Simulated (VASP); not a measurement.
Computed with PBE GGA, VASP's PBE PAW potentials (set 64) (plane waves; VASP).

A VASP calculation is set up with these files.

File POSCAR:
```
Zn
1.0
  1.3356537050  -2.3134205098   0.0000000000
  1.3356537050   2.3134205098   0.0000000000
  0.0000000000   0.0000000000   4.8533396089
Zn
2
Cartesian
  1.3356537050   0.7711417122   1.2133349022
  1.3356537050  -0.7711417122   3.6400047067
```

**INCAR**
```
# general
SYSTEM =Zn
PREC   =Accurate
ENCUT  =480
LREAL  =.FALSE.
LASPH  =.TRUE.

# electronic loop
EDIFF  =1E-7
NELM   =100
ALGO   =Normal
LMAXMIX=4

# smearing
ISMEAR =1
SIGMA  =0.1

# functional
GGA    =PE

# ions
ISIF   =2

# output
LWAVE  =.FALSE.
LCHARG =.FALSE.
```

**KPOINTS**
```
K-points
0
Gamma
 14 14 8
0 0 0
```

POTCAR, in this order: Zn (PBE.64 set). Program: vasp_std.

What will the output report for the number of irreducible k-points (NKPTS), number of bands (NBANDS), largest plane-wave count, number of space-group operations, FFT grid (NGX, NGY, NGZ)?

```json
{
 "number of irreducible k-points (NKPTS)": "120",
 "number of bands (NBANDS)": "16",
 "largest_plane_wave_count": "729",
 "number_of_space_group_operations": "24",
 "FFT grid (NGX, NGY, NGZ)": "20 × 20 × 36"
}
```

The compound is Zn in the hcp structure. It was relaxed first.
